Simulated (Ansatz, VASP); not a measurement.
SrSc: VASP beside Ansatz

INCAR

```
PREC     = Accurate       # precision mode
ENCUT    = 520            # plane-wave cutoff, eV
EDIFF    = 1E-6           # SCF threshold, eV
ISMEAR   = 0              # smearing method
SIGMA    = 0.1            # smearing width, eV
LREAL    = False          # projectors in reciprocal space
LASPH    = True           # aspherical terms in the spheres
NELM     = 100            # most SCF steps
ALGO     = Fast           # electronic algorithm
ISIF     = 2              # what is computed and relaxed
LWAVE    = False          # write WAVECAR
LCHARG   = False          # write CHGCAR
GGA      = PE             # functional
NBANDS   = 29             # bands
```

The input KPOINTS:

```
regular mesh
0
Gamma
  6 6 2
```

Contents of POSCAR:

```
SrSc
1.0
    3.9199827661      0.0000000000      0.0000000000
   -1.9599913831      3.3948046578      0.0000000000
    0.0000000000      0.0000000000     10.4280653792
Sr Sc
2 2
Direct
    0.3333333333      0.6666666667      0.2500000000
    0.6666666667      0.3333333333      0.7500000000
    0.3333333333      0.6666666667      0.7500000000
    0.6666666667      0.3333333333      0.2500000000
```

Input for Ansatz:

```yaml
crystal:
  lattice:
    - [3.9199827661, 0.0, 0.0]
    - [-1.9599913831, 3.3948046578, 0.0]
    - [0.0, 0.0, 10.4280653792]
  atoms:
    - { symbol: Sr, position: [0.3333333333, 0.6666666667, 0.25] }
    - { symbol: Sr, position: [0.6666666667, 0.3333333333, 0.75] }
    - { symbol: Sc, position: [0.3333333333, 0.6666666667, 0.75] }
    - { symbol: Sc, position: [0.6666666667, 0.3333333333, 0.25] }
basis:
  ecutwfc: 420
kpoints:
  mp_grid: { grid: [6, 6, 2] }
hamiltonian:
  xc: pbe
scf:
  occupations: { method: gaussian, width: 0.1 }
  lower_state_search: "off"
output:
  forces: true
  stress: true
  eigenvalues: true
```

Alike in both runs: task single point; functional PBE; k mesh 6 × 6 × 2; occupations gaussian, width 0.1 eV; no spin polarisation.

```csv
,VASP,Ansatz
version,VASP 6.6.1,Ansatz 0.2.0
potentials or method,"VASP PAW PBE potentials, release 64 (Sr_sv, Sc_sv)","scalar-relativistic, plane waves, PAW"
plane-wave cutoff (eV),520,420
valence electrons in the cell,42,42
```

```tsv
	VASP	Ansatz	Ansatz less VASP
gap on the k mesh at the Fermi level (eV)	none	none	-
pressure (GPa)	17.0	16.0	-1.01
largest component of the traceless stress (GPa)	21.36	20.32	-1.038
```

A gap of «none» marks a metal or a gap that the smearing closes. With one functional, cell and mesh, what is left measures potentials, basis and numerics.

Caveats: so large a pressure means that the cell lies far from this level's equilibrium, or that cutoff or potentials fall short (VASP).
